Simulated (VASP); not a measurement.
```xyz
2
Lattice="0.0000 2.1475 2.1819 2.2114 0.0000 2.1819 2.2114 2.1475 0.0000" Properties=species:S:1:pos:R:3 pbc="T T T"
Ti     0.0000     0.0000     0.0000
C      2.2987     2.1475     2.1819
```

Calculation: PBE GGA, VASP's PBE PAW potentials (set 64) (plane waves; VASP 6.6.1). Numerical set-up: 520 eV cut-off, 6×6×6 Monkhorst-Pack mesh, first-order Methfessel-Paxton smearing of 0.10 eV, potentials Ti_sv C.

**Question.** Give the force on each atom (eV/Å).

**Answer.** 
| atom | Fx | Fy | Fz |
|---|---|---|---|
| Ti1 | 0.626 | 0.000 | 0.000 |
| C2 | -0.626 | 0.000 | 0.000 |

**Question.** Give the stress tensor in GPa (positive for a compressed cell).

**Answer.** 
```
-6.82   0.00   0.00
 0.00   1.08   0.00
 0.00   0.00  -3.99
```
The pressure is its mean diagonal, -3.24 GPa.

The compound is TiC in the rock salt structure. The cell was not relaxed at this level, atoms are displaced from their ideal sites. The k-mesh is coarse (spacing up to 0.42 per Å, 2π included), so the numbers may not be converged in it. The run is one of a series of settings (KPOINTS 6×6×6 Monkhorst-Pack mesh against the base run), some of them coarse on purpose.
